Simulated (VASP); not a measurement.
Here is a VASP 6.6.1 calculation.

INCAR

```
ALGO = Fast ; EDIFF = 1E-6
ENCUT = 520 ; GGA = PE
ISIF = 2 ; ISMEAR = -1
IVDW = 12 ; LASPH = T
LCHARG = F ; LREAL = Auto
LWAVE = F ; NBANDS = 61
NELM = 100 ; PREC = Accurate
SIGMA = 0.02
```

The input KPOINTS:

```
k-points
0
Gamma
  1 1 1
```

The input POSCAR:

```
H4C3S2
1.0
    8.1733020000      0.0000000000      0.0000000000
    0.0000000000      8.1733020000      0.0000000000
    0.0000000000      0.0000000000      8.1733020000
S C H
6 9 12
Direct
    0.1611343861      0.2177332980      0.0929612047
   -0.1950129825      0.2133654183     -0.0379038973
    0.2852702616      0.3056414653      0.5327712105
    0.5861890335      0.4687456795      0.7211773161
   -0.0540540408      0.9859295545      0.4669838457
    0.1189482537      0.6838117569      0.3002336143
   -0.0225245562      0.1864974523      0.0441437255
    0.4229624698      0.3929134149      0.6375146789
    0.0434463330      0.8316100396      0.3817551340
    0.5519800932      0.6300513550      0.2015464496
    0.5717150792      0.7988815292      0.1834631829
    0.9702198695      0.6785751952      0.9279725624
    0.9966351421      0.5977143632      0.7813610705
    0.4025300913      0.9238860867      0.7637549671
    0.4335946475      0.9115654848      0.5995618417
    0.5914255952      0.5700144201      0.3133127835
    0.5257116402      0.5489580588      0.0889603737
    0.5913888903      0.8498890656      0.3022034424
    0.5424612965      0.8979846823      0.1064441275
    0.8759862293      0.7635836777      0.9473404996
    1.0416964894      0.6117356241      1.0340985810
    0.9209252270      0.6398148508      0.6778410978
    1.0927040259      0.5072980296      0.7660796090
    0.4604870834      1.0283603860      0.8220055982
    0.3478398327      0.8399175755      0.8430007848
    0.5086438749      1.0105218185      0.5303853938
    0.4057356500      0.7900356551      0.5531301792
```

Potentials or basis: VASP PAW PBE potentials, release 64 (S, C, H).

The run is started by

```sh
$ cat potpaw_PBE.64/S/POTCAR potpaw_PBE.64/C/POTCAR potpaw_PBE.64/H/POTCAR > POTCAR
$ mpirun -np 1 vasp_gam > vasp.out
```

Problem. Estimate the largest force.

Solution. 5.421 eV/Å.

Problem. Predict the pressure.

Solution. -2.2 GPa.

Problem. Predict the dispersion energy per atom.

Solution. -0.063 eV.

Stress tensor (GPa, compression positive):
```
-2.38 -0.42 -0.24
-0.42 -2.65  0.03
-0.24  0.03 -1.58
```
